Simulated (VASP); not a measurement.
An input for Ansatz (written as the equivalent of a VASP run, and not itself run):

Ansatz 0.2 input:
```yaml
crystal:
  lattice:
    - [4.9442858, 0.0000000, 0.0000000]
    - [0.0000000, 4.9442858, 0.0000000]
    - [0.0000000, 0.0000000, 4.9442858]
  atoms:
    - { symbol: Ca, position: [0.0000000, 0.5000000, 0.5000000] }
    - { symbol: Ca, position: [0.5000000, 0.0000000, 0.5000000] }
    - { symbol: Ca, position: [0.5000000, 0.5000000, 0.0000000] }
    - { symbol: Sn, position: [0.0000000, 0.0000000, 0.0000000] }
kpoints:
  mp_grid: { grid: [6, 6, 6] }
hamiltonian:
  xc: pbesol
  pseudopotentials: { kind: paw }
scf:
  occupations: { method: methfessel_paxton, width: 0.1 }
  max_iter: 100
relax:
  max_steps: 60
  f_tol: 0.02
  cell: {}
output: { forces: true, stress: true, eigenvalues: true }
```

Q: Translate this input to VASP (INCAR, KPOINTS, POSCAR, choice of POTCAR).

A: One answer among several that fit: 
**INCAR**
```
! general
SYSTEM  = Ca3Sn
PREC    = Accurate
ENCUT   = 400
LREAL   = .FALSE.
LASPH   = .TRUE.

! electronic loop
EDIFF   = 1E-6
NELM    = 100
ALGO    = Normal
LMAXMIX = 4

! smearing
ISMEAR  = 1
SIGMA   = 0.1

! functional
GGA     = PS

! ions
IBRION  = 2
NSW     = 60
ISIF    = 3
EDIFFG  = -0.02

! output
LWAVE   = .FALSE.
LCHARG  = .FALSE.
```

**KPOINTS**
```
Automatic mesh
0
Gamma
6 6 6
0 0 0
```

File POSCAR:
```
Ca3Sn
1
    4.9442858013     0.0000000000     0.0000000000
    0.0000000000     4.9442858013     0.0000000000
   -0.0000000000     0.0000000000     4.9442858013
Ca Sn
3 1
Direct
  0.0000000000   0.5000000000   0.5000000000
  0.5000000000   0.0000000000   0.5000000000
  0.5000000000   0.5000000000   0.0000000000
  0.0000000000   0.0000000000   0.0000000000
```

POTCAR, in this order: Ca_sv Sn_d (PBE.64 set). Program: vasp_std.

Limits of the translation: each code has its own PAW files, so the cut-off isn't converted (ENCUT is set for VASP's; basis.ecutwfc is left out, and Ansatz then takes the one that its files recommend); Ansatz stops its SCF on the density residual and VASP on the energy change (EDIFF).

The structure comes from a computed database's Ca3Sn entry (Pm-3m); how it stands against other phases isn't given here. It was relaxed first. The start is the result of an earlier pass.
